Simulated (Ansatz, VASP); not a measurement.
# Sn in two plane-wave programs

Wanted: the spread between two codes on one cell, functional and k mesh. The cell is taken from a series of runs on this material, whose earlier steps may have relaxed, scaled, displaced or heated it; both programs get it as it stands.

Main program and level: Ansatz 0.2.0; plane waves, with VASP 6.6.1 beside it; LDA.

### 1. Set-up

Symmetry: Imma, No. 74, orthorhombic system. The conventional cell has a = 4.568 Å, b = 4.715 Å, c = 6.378 Å, α = 90.00°, β = 90.00°, γ = 90.00°. Nearest to Sn lie 4 Sn at 2.81 to 2.83 Å.

### 2. Ansatz: zone-centre phonons, LDA

Ansatz runs on its PAW soft_1 files.

Second derivatives magnify differences that forces hide, and they need a tight electronic threshold.

File input.yaml:

```yaml
crystal:
  lattice:
    - [0.051879992, 3.2819516839, 3.1890435252]
    - [3.2819516839, 0.051879992, 3.1890435252]
    - [3.3338316759, 3.3338316759, 0.0]
  atoms:
    - { symbol: Sn, position: [0.5028619, 0.5028619, 0.4971381] }
    - { symbol: Sn, position: [0.7471381, 0.7471381, 0.7528619] }
kpoints:
  mp_grid: { grid: [12, 12, 12] }
hamiltonian:
  xc: lda
  pseudopotentials: { kind: paw, azcp: { folder: soft_1 }, xc_functional: pbe }
scf:
  occupations: { method: methfessel_paxton, width: 0.2 }
output:
  eigenvalues: true
phonons:
  method: dfpt
```

Launch:

```sh
> ansatz run input.yaml --threads 4 --pin off --max-ram 10240MiB --backend cpu --events-out ev --progress --plain --runs-dir out
```

Numbers of over 12 decimals in the logs are rounded to 6 here.

Log:

```text
zone centre: on kpoints.mp_grid the ground state, and the responses unless they are solved on pairs of k-points, stand on 476 of the mesh's 1728 k-points, reduced under 2 symmetry operations, with k and −k counted as one. Each operation leaves every solved displacement unchanged or reverses it
Engine: ansatz 0.2.0, aarch64-unknown-linux-gnu
Pseudopotentials: kind: paw
Pseudopotential: Sn, paw, valence charge 14, recommended cutoff 420 eV (normal), soft_1/Sn.paw.azcp
Functional definition: SPW92
  exchange = slater_x
  correlation = pw_c
Crystal: 2 atoms, lattice volume = 68.683 Å³
Basis set: ecut = 420 eV, 1355 PW (Γ), exchange–correlation on 64×64×64 points (8 copies of the dense FFT grid, shifted against one another)
Bands: 18, of which v1, the nominal top of the filled ones, is band 14 counted from 1 (13 counted from 0)
Symmetry: 8 space group operations
k-points: 476 of 1728 (irreducible under 2 space group operations, time reversal used)
Non-local potential: Sn, projectors of the file, l = 0: 2, l = 1: 2, l = 2: 2, l = 3: 1
PAW form: soft (Blöchl's): semilocal exchange-correlation on the pseudo side does not see the compensation charge
PAW frozen core: Sn, regenerated for the run's functional, and the local potential with it (the file was generated under x = pbe(κ = 0.804, μ = 0.219515), c = pbe(β = 0.066725))
PAW one-centre angular grid: Sn, 590 points (default); XC on 64 Gauss nodes
Initial density: superposition of atomic densities (chi_scale 0.1, normalization cell)
Initial wavefunctions: pseudopotential atomic-orbital guess
Functional: x = slater, c = lda
SCF iter   1: F=—  HF=-11759.266071 eV  |F-HF|=—  |Δ(HF+E_count)|=         —  Δρ=2.22e-2  dr2=3.81e-1  ethr=3.10e-3  ⟨swp⟩=5.6  Hψ=44332  notcnv=0
preconditioner: auto → Kerker (q_TF=auto, 2.349 Å⁻¹)  [metal: Δε(μ)=0.037 eV  Ē_g=19.911 eV  σ=0.200 eV  W_gap=0.16  n_scr=14 (ndim 8)  ℏωp=23.7 eV  f_vac=0.006  D(μ)=0.14/eV (n_scr^D=0)]
SCF iter   2: F=—  HF=-11759.190288 eV  |F-HF|=—  |Δ(HF+E_count)|=   7.58e-2  S|Δr|=    0.00e0  Δρ=1.41e-2  dr2=1.79e-1  ethr=1.36e-3  ⟨swp⟩=1.0  Hψ=12379  notcnv=0
SCF iter   3: F=—  HF=-11759.140746 eV  |F-HF|=—  |Δ(HF+E_count)|=   4.95e-2  S|Δr|=    0.00e0  Δρ=3.08e-3  dr2=1.75e-2  ethr=6.40e-4  ⟨swp⟩=1.3  Hψ=9187  notcnv=0
SCF iter   4: F=—  HF=-11759.138236 eV  |F-HF|=—  |Δ(HF+E_count)|=   2.51e-3  S|Δr|=    0.00e0  Δρ=1.55e-3  dr2=3.03e-3  ethr=6.25e-5  ⟨swp⟩=2.0  Hψ=10399  notcnv=0
SCF iter   5: F=—  HF=-11759.138400 eV  |F-HF|=—  |Δ(HF+E_count)|=   1.63e-4  S|Δr|=    0.00e0  Δρ=2.62e-4  dr2=5.67e-5  ethr=1.08e-5  ⟨swp⟩=2.0  Hψ=10474  notcnv=0
SCF iter   6: F=—  HF=-11759.138419 eV  |F-HF|=—  |Δ(HF+E_count)|=   1.98e-5  S|Δr|=    0.00e0  Δρ=5.17e-5  dr2=1.60e-6  ethr=2.02e-7  ⟨swp⟩=2.0  Hψ=10498  notcnv=0
SCF iter   7: F=—  HF=-11759.138421 eV  |F-HF|=—  |Δ(HF+E_count)|=   1.32e-6  S|Δr|=    0.00e0  Δρ=1.03e-5  dr2=8.03e-8  ethr=5.71e-9  ⟨swp⟩=3.0  Hψ=15344  notcnv=0
SCF iter   8: F=—  HF=-11759.138421 eV  |F-HF|=—  |Δ(HF+E_count)|=   7.11e-8  S|Δr|=    0.00e0  Δρ=3.32e-6  dr2=1.19e-8  ethr=2.87e-10  ⟨swp⟩=3.0  Hψ=15679  notcnv=0
SCF iter   9: F=—  HF=-11759.138421 eV  |F-HF|=—  |Δ(HF+E_count)|=  3.73e-10  S|Δr|=    0.00e0  Δρ=1.18e-6  dr2=2.27e-9  ethr=4.27e-11  ⟨swp⟩=3.0  Hψ=15749  notcnv=0
SCF iter  10: F=—  HF=-11759.138421 eV  |F-HF|=—  |Δ(HF+E_count)|=  1.56e-10  S|Δr|=    0.00e0  Δρ=5.40e-7  dr2=2.30e-10  ethr=8.12e-12  ⟨swp⟩=2.0  Hψ=9463  notcnv=0
SCF iter  11: F=-11759.138421 eV  HF=-11759.138421 eV  |F-HF|=3.64e-12  |Δ(HF+E_count)|=  4.91e-11  S|Δr|=    0.00e0  Δρ=1.02e-7  dr2=8.92e-12  ethr=1.00e-12  ⟨swp⟩=5.5  Hψ=42043  notcnv=0
SCF 1 converged in 11 iterations: F = -11759.138421 eV  dr2 = 8.92e-12
  greatest PAW one-centre occupation: 0.992 electrons in one spin orbital (limit 2), on the Sn atom at site 1 (counted from 0), in its partial waves of l = 2
DFPT response loops at Γ: preconditioner auto → Kerker (q_TF=auto, 2.349 Å⁻¹) (partly filled bands, converged f_vac=0.084); β = 1.00, the filter's whole step (`scf.mixing.beta` (0.50) is not read by the response loops under this deck's `scf.mixing.preconditioner`; to damp them name `kerker` or `kerker_dos`, under which they read `scf.mixing.beta`, and type it under 1.00, their step now; both keys bind the ground state too); Broyden in place of MSR1
SCF converged after 11 iterations
Stability not checked: this state was not tested for a lower state beside it, because cold or Methfessel-Paxton smearing, or corrected tetrahedra, fill the levels in a way that the test cannot read (fill_not_monotonic; see scf.lower_state_search)
Free energy (F): -11759.138421 eV
Harris-Foulkes:  -11759.138421 eV  (|F-HF|=3.64e-12)
Internal energy: -11759.138514 eV  (E = F + TS)
E sigma→0 (E₀):  -11759.138444 eV
Entropy (-TS):   0.000093 eV (0.046 meV/atom)
Fermi energy:    7.468956 eV
--- Per-component energies (eV) ---
  E_band       = -256.189440
  E_kinetic    = 338.917717
  E_local      = -2635.025541  (includes V_loc(G=0)·N_el)
  E_nonlocal   = 298.947902
  E_hartree    = 1277.557513
  E_xc         = -249.907041
  E_vxc        = -162.173013  (∫ρ·V_xc dr)
  E_paw        = -8451.280525  (= ΣΔE_a)
  E_vpaw       = -651.972023  (= ΣTr[D̂ρ^β])
  E_aug_tail   = 0.000545  (compensation charges beyond the density's cutoff)
  E_ewald      = -2339.198866
  E_core_change = 0.849782  (= ΣΔE_core)
  E_smearing   = 0.000093  (= −TS)
  E_closure    = 0.000000  (closes the sum)
  Σ components = -11759.138421   (vs F -11759.138421, Δ=0.00e0)
--- Band table (eV; the first three rows and the last of 476) ---
  k-point 0: bands = [... 10 lower, -3.1461, 6.5652, 7.3891, 7.6374, 7.6844, 9.5823, 9.5901, 9.7690]
  k-point 1: bands = [... 10 lower, -3.0808, 5.7288, 7.4559, 7.4953, 7.9152, 9.7058, 9.9099, 9.9387]
  k-point 2: bands = [... 10 lower, -2.8880, 4.5046, 7.1852, 7.1886, 7.9983, 10.0744, 10.2905, 10.7723]
  k-point 475: bands = [... 10 lower, -0.0674, 0.0377, 4.7960, 5.0966, 7.9235, 8.3506, 15.0214, 15.2172]
--- Phonons (Γ-DFPT): 2 representative perturbations + reference, on 476 of 1728 k-points (Σ response iterations 6) ---
  k mesh reduced under 2 symmetry operations, with k and −k counted as one. Each operation leaves every solved displacement unchanged or reverses it
  ASR residual: 2.087e-5 → 0.000e0 eV/Å²; symmetrization residual: 1.140e-12 eV/Å²
  ASR residual per site (eV/Å²): 2.09e-5 2.09e-5
  Γ frequencies (cm⁻¹): 0.00 0.00 0.00 180.24 182.58 183.92
  non-analytic LO–TO correction: not included (Born effective charges unavailable; polar crystals: no LO–TO splitting at Γ)
```

Reading the cycles: dr2 is the Hartree energy of the density residual (eV), the measure of convergence; HF is the Harris–Foulkes estimate of the energy, which meets the free energy F at convergence.

### 3. VASP: zone-centre phonons, LDA

The same cell, functional (in two slightly different forms), mesh and smearing now go to VASP, with its own data sets.

Lines of VASP's logs that name or quote its potential files are left out, and so is its time.

File INCAR:

```
SYSTEM = Sn
PREC = Accurate
ENCUT = 500
EDIFF = 1E-08
NELM = 120
ISMEAR = 1
SIGMA = 0.2
LREAL = .FALSE.
ALGO = Normal
GGA = PW92
NBANDS = 20
LORBIT = 11
LWAVE = .FALSE.
LCHARG = .FALSE.
ISIF = 2
IBRION = 8
LASPH = .TRUE.
GGA_COMPAT = .FALSE.
KPAR = 2
```

File POSCAR:

```
Sn
1.0
    0.0518799920      3.2819516839      3.1890435252
    3.2819516839      0.0518799920      3.1890435252
    3.3338316759      3.3338316759      0.0000000000
Sn
2
Direct
    0.5028619000      0.5028619000      0.4971381000
    0.7471381000      0.7471381000      0.7528619000
```

File KPOINTS:

```
Automatic mesh
0
Gamma
12 12 12
0 0 0
```

Potentials, in the order of the species: Sn_d (LDA family, release 64).

Launch:

```sh
> mpirun -np 2 vasp_std
```

Log:

```text
[banner, memory and clock lines left out]
running    2 mpi-ranks, on    1 nodes
 distrk:  each k-point on    1 cores,    2 groups
 distr:  one band on    1 cores,    1 groups

 POSCAR found type information on POSCAR Sn
 POSCAR found :  1 types and       2 ions
|                                                                             |
|               ----> ADVICE to this user running VASP <----                  |
|                                                                             |
|     You enforced a specific xc type in the INCAR file but a different       |
|     [... a line on the potential file left out ...]
|     I HOPE YOU KNOW WHAT YOU ARE DOING!                                     |
|                                                                             |

 LDA part: xc-table for (Slater(with rela. corr.)+PW92), standard interpolation
 POSCAR, INCAR and KPOINTS ok, starting setup
 FFT: planning ... GRIDC
 FFT: planning ... GRID_SOFT
 FFT: planning ... GRID
 WAVECAR not read
 entering main loop
       N       E                     dE             d eps       ncg     rms          rms(c)
DAV:   1     0.222090719029E+03    0.22209E+03   -0.14773E+04 11264   0.199E+03
DAV:   2     0.148676163504E+02   -0.20722E+03   -0.20348E+03 11252   0.441E+02
DAV:   3    -0.826748114092E+01   -0.23135E+02   -0.22996E+02 12756   0.144E+02
DAV:   4    -0.902124630263E+01   -0.75377E+00   -0.75324E+00 12704   0.293E+01
DAV:   5    -0.904738007027E+01   -0.26134E-01   -0.26133E-01 15388   0.536E+00    0.326E+00
DAV:   6    -0.896378144922E+01    0.83599E-01   -0.42062E-02 13880   0.224E+00    0.183E+00
DAV:   7    -0.892252687440E+01    0.41255E-01   -0.61554E-02 11672   0.222E+00    0.146E-01
DAV:   8    -0.892307522328E+01   -0.54835E-03   -0.54131E-03 12868   0.826E-01    0.537E-02
DAV:   9    -0.892315687640E+01   -0.81653E-04   -0.19154E-04 14752   0.103E-01    0.162E-02
DAV:  10    -0.892315848475E+01   -0.16084E-05   -0.15776E-05 14380   0.453E-02    0.376E-03
DAV:  11    -0.892315886612E+01   -0.38137E-06   -0.14312E-06 12660   0.830E-03    0.184E-03
DAV:  12    -0.892315886160E+01    0.45234E-08   -0.13646E-07 13800   0.268E-03    0.567E-04
DAV:  13    -0.892315886468E+01   -0.30832E-08   -0.14776E-08 10016   0.117E-03
   1 F= -.89231589E+01 E0= -.89231863E+01  d E =0.824155E-04
 Linear response reoptimize wavefunctions to high precision
DAV:   1    -0.892315886478E+01   -0.10095E-09   -0.33432E-09 10100   0.532E-04
DAV:   2    -0.892315886478E+01   -0.45475E-12   -0.50423E-10  6688   0.243E-04
 Linear response DOF=           2
 Linear response progress:
  Degree of freedom:   1/  2
       N       E                     dE             d eps       ncg     rms          rms(c)
RMM:   1    -0.216606987306E+00   -0.21661E+00    0.58478E-01 43577   0.102E+01
RMM:   2    -0.223479254646E+00   -0.68723E-02   -0.20303E-02 60841   0.119E+00    0.698E-02
RMM:   3    -0.223655921714E+00   -0.17667E-03   -0.16654E-03 63860   0.329E-01    0.322E-02
RMM:   4    -0.223569700100E+00    0.86222E-04   -0.12023E-04 63863   0.993E-02    0.109E-02
RMM:   5    -0.223565029517E+00    0.46706E-05   -0.17280E-05 65209   0.327E-02    0.388E-03
RMM:   6    -0.223567008218E+00   -0.19787E-05   -0.10068E-06 64531   0.971E-03    0.173E-03
RMM:   7    -0.223567227487E+00   -0.21927E-06   -0.51180E-07 64303   0.351E-03    0.370E-04
RMM:   8    -0.223564910078E+00    0.23174E-05    0.28960E-07 65701   0.130E-03    0.216E-04
RMM:   9    -0.223563873954E+00    0.10361E-05    0.12898E-07 66040   0.518E-04    0.381E-05
RMM:  10    -0.223564129339E+00   -0.25539E-06   -0.16239E-08 68535   0.232E-04    0.310E-05
RMM:  11    -0.223564015524E+00    0.11381E-06    0.43520E-08 66954   0.125E-04    0.827E-06
RMM:  12    -0.223564028648E+00   -0.13124E-07   -0.24687E-07 71771   0.767E-05    0.518E-06
RMM:  13    -0.223564007992E+00    0.20656E-07   -0.21944E-07 80408   0.560E-05    0.146E-06
RMM:  14    -0.223563993439E+00    0.14553E-07   -0.21925E-07 90829   0.461E-05    0.486E-07
RMM:  15    -0.223563984802E+00    0.86363E-08   -0.22184E-07 88967   0.418E-05    0.286E-07
RMM:  16    -0.223563985842E+00   -0.10396E-08   -0.22429E-07 82989   0.394E-05    0.211E-07
RMM:  17    -0.223563983206E+00    0.26357E-08   -0.22744E-07 82348   0.383E-05    0.128E-07
RMM:  18    -0.223563983767E+00   -0.56083E-09   -0.23267E-07 79790   0.375E-05    0.975E-08
 first order change of Fermi-energy   0.27895E-04
 force on displaced ion       1 direction 1 :  -7.309   0.157  -0.000
 Linear response progress:
  Degree of freedom:   2/  2
       N       E                     dE             d eps       ncg     rms          rms(c)
RMM:   1    -0.216373751212E+00   -0.21637E+00    0.61412E-01 14046   0.103E+01
RMM:   2    -0.223246735659E+00   -0.68730E-02   -0.20157E-02 19607   0.118E+00    0.684E-02
RMM:   3    -0.223412182202E+00   -0.16545E-03   -0.16598E-03 20599   0.328E-01    0.315E-02
RMM:   4    -0.223317146107E+00    0.95036E-04   -0.11852E-04 20522   0.991E-02    0.109E-02
RMM:   5    -0.223309379642E+00    0.77665E-05   -0.15997E-05 21014   0.328E-02    0.397E-03
RMM:   6    -0.223312190903E+00   -0.28113E-05   -0.13632E-06 20890   0.961E-03    0.177E-03
RMM:   7    -0.223312733886E+00   -0.54298E-06   -0.19104E-07 20687   0.343E-03    0.404E-04
RMM:   8    -0.223310615997E+00    0.21179E-05   -0.35992E-08 21131   0.126E-03    0.272E-04
RMM:   9    -0.223309433949E+00    0.11820E-05   -0.10717E-08 21234   0.499E-04    0.399E-05
RMM:  10    -0.223309692692E+00   -0.25874E-06    0.59877E-09 21995   0.213E-04    0.295E-05
RMM:  11    -0.223309615168E+00    0.77524E-07    0.16974E-09 21516   0.113E-04    0.550E-06
RMM:  12    -0.223309617398E+00   -0.22300E-08    0.22144E-09 22510   0.688E-05    0.471E-06
 first order change of Fermi-energy   0.63473E+00
 force on displaced ion       1 direction 3 :  -0.000  -0.000  -7.331
 Linear response finished
```

OUTCAR, selected parts (step 3):

```text
ion  position               nearest neighbor table
   1  0.503  0.503  0.497-   2 2.81   2 2.81   2 2.83   2 2.83
   2  0.747  0.747  0.753-   1 2.81   1 2.81   1 2.83   1 2.83

  LATTYP: Found a body centered orthorhombic cell.
 ALAT       =     4.5680111941
 B/A-ratio  =     1.0321231211
 C/A-ratio  =     1.3962503110

 Subroutine GETGRP returns: Found  8 space group operations
 (whereof  4 operations were pure point group operations)

The static configuration has the point symmetry C_2v.
 The point group associated with its full space group is D_2h.

 Found    280 irreducible k-points:

   k-points           NKPTS =    280   k-points in BZ     NKDIM =    280   number of bands    NBANDS=     20

   dimension x,y,z NGX =    36 NGY =   36 NGZ =   36
   dimension x,y,z NGXF=    72 NGYF=   72 NGZF=   72

   ENCUT  =  500.0 eV  36.75 Ry    6.06 a.u.   8.34  8.34  8.60*2*pi/ulx,y,z

   NELECT =      28.0000    total number of electrons

 k-points in reciprocal lattice and weights: Automatic mesh
   0.00000000  0.00000000  0.00000000       0.001
   0.08333333  0.00000000  0.00000000       0.002
   0.16666667  0.00000000  0.00000000       0.002
   0.25000000  0.00000000  0.00000000       0.002
   0.33333333  0.00000000  0.00000000       0.002
   0.41666667  0.00000000  0.00000000       0.002
   0.50000000  0.00000000  0.00000000       0.001
   0.08333333  0.08333333  0.00000000       0.001
   0.16666667  0.08333333  0.00000000       0.002
[...]
0.25000000  0.25000000  0.50000000       0.001
  -0.25000000  0.25000000  0.50000000       0.001

 average (electrostatic) potential at core
       1-101.4530       2-101.4530

  Total       -0.3639094     -0.3639094      0.0033255     -0.3661792      0.0000000      0.0000000
  in kB       -8.4890201     -8.4890201      0.0775739     -8.5419680      0.0000000      0.0000000
  external PRESSURE =      -5.6334887 kB  Pullay stress =       0.0000000 kB

  energy-cutoff  :      500.00
  volume of cell :       68.68
      direct lattice vectors                 reciprocal lattice vectors
     0.051879992  3.281951684  3.189043525    -0.154795326  0.154795326  0.156786822
     3.281951684  0.051879992  3.189043525     0.154795326 -0.154795326  0.156786822
     3.333831676  3.333831676  0.000000000     0.149977578  0.149977578 -0.156786822

 POSITION                                       TOTAL-FORCE (eV/Angst)
 -----------------------------------------------------------------------------------
      3.33383      3.33383      3.20730        -0.000000     -0.000000      0.000004
      5.00075      5.00075      4.76531         0.000000      0.000000     -0.000004
 -----------------------------------------------------------------------------------
    total drift:                                0.000000      0.000000      0.000000

 Eigenvectors and eigenvalues of the dynamical matrix
 ----------------------------------------------------

   1 f  =    5.544663 THz    34.838148 2PiTHz  184.950066 cm-1    22.930875 meV
             X         Y         Z           dx          dy          dz
      3.333832  3.333832  3.207297    -0.500000    0.500000   -0.000000
      5.000748  5.000748  4.765312     0.500000   -0.500000   -0.000000

   2 f  =    5.494082 THz    34.520337 2PiTHz  183.262856 cm-1    22.721688 meV
             X         Y         Z           dx          dy          dz
      3.333832  3.333832  3.207297     0.000000    0.000000    0.707107
      5.000748  5.000748  4.765312    -0.000000    0.000000   -0.707107

   3 f  =    5.426797 THz    34.097572 2PiTHz  181.018469 cm-1    22.443420 meV
             X         Y         Z           dx          dy          dz
      3.333832  3.333832  3.207297    -0.500000   -0.500000    0.000000
      5.000748  5.000748  4.765312     0.500000    0.500000    0.000000

   4 f  =    0.000000 THz     0.000000 2PiTHz    0.000001 cm-1     0.000000 meV
             X         Y         Z           dx          dy          dz
      3.333832  3.333832  3.207297    -0.701838   -0.085586    0.009915
      5.000748  5.000748  4.765312    -0.701838   -0.085586    0.009915

   5 f/i=    0.000000 THz     0.000001 2PiTHz    0.000003 cm-1     0.000000 meV
             X         Y         Z           dx          dy          dz
      3.333832  3.333832  3.207297    -0.044132    0.287220   -0.644637
      5.000748  5.000748  4.765312    -0.044132    0.287220   -0.644637

   6 f/i=    0.000000 THz     0.000001 2PiTHz    0.000004 cm-1     0.000000 meV
             X         Y         Z           dx          dy          dz
      3.333832  3.333832  3.207297     0.073998   -0.640453   -0.290421
      5.000748  5.000748  4.765312     0.073998   -0.640453   -0.290421

 ELASTIC MODULI CONTR FROM IONIC RELAXATION (kBar)
 Direction    XX          YY          ZZ          XY          YZ          ZX
 --------------------------------------------------------------------------------
 XX          -0.4621     -0.4621     -0.8214      9.5690      0.0000     -0.0000
 YY          -0.4621     -0.4621     -0.8214      9.5690     -0.0000      0.0000
 ZZ          -0.8214     -0.8214     -1.4603     17.0112     -0.0000      0.0000
 XY           9.5690      9.5690     17.0112   -198.1699     -0.0000     -0.0000
 YZ           0.0000     -0.0000     -0.0000     -0.0000   -205.4131     15.2200
 ZX          -0.0000      0.0000      0.0000     -0.0000     15.2200   -186.6496
 --------------------------------------------------------------------------------
```

Energies printed during the response cycles are not total energies of the cell.

### 4. Comparison

Known differences besides the potentials themselves: the cutoff is 420 eV in Ansatz and 500 eV in VASP; VASP's log shows a relativistic correction to its local exchange, Ansatz's none. Total energies have different zeros and are not compared.

Both answers:

```
             quantity  Ansatz   VASP  difference
optical mode 1 (cm⁻¹)   180.2  181.0     -0.43 %
optical mode 2 (cm⁻¹)   182.6  183.3     -0.37 %
optical mode 3 (cm⁻¹)   183.9  185.0     -0.56 %
```

Modes are paired by rising frequency, not by their patterns, so a pair may set unlike modes beside each other; they are those without the splitting of longitudinal modes.

### 5. Summary of results

```yaml
r_m_s_difference_of_the_optical_zone_centre_modes_each_program_s_sorted_by_frequency_zone_centre_phonons_lda: 0.84 cm⁻¹
difference_in_optical_mode_3_zone_centre_phonons_lda: -0.6 %
```

In words: The r.m.s. difference of the optical zone-centre modes, each program's sorted by frequency is 0.84 cm⁻¹ (zone-centre phonons, LDA). Among the rows given in per cent, the largest difference of the zone-centre phonons, LDA pair is in optical mode 3, -0.6 %. How closely two codes agree says nothing of how well the functional describes the real material.

[Lines on the potential files, build, host, timing and source positions are cut from VASP's logs without a mark.]

[Logs are printed without paths, hosts, clocks, repeated set-up lines and the standing remarks that a program may print on its own settings, such as how far it seeks lower states.]

[Hosts, paths, dates, database ids (printed as entryN), source tags and the programs' standing remarks are cut or masked in the printed files.]
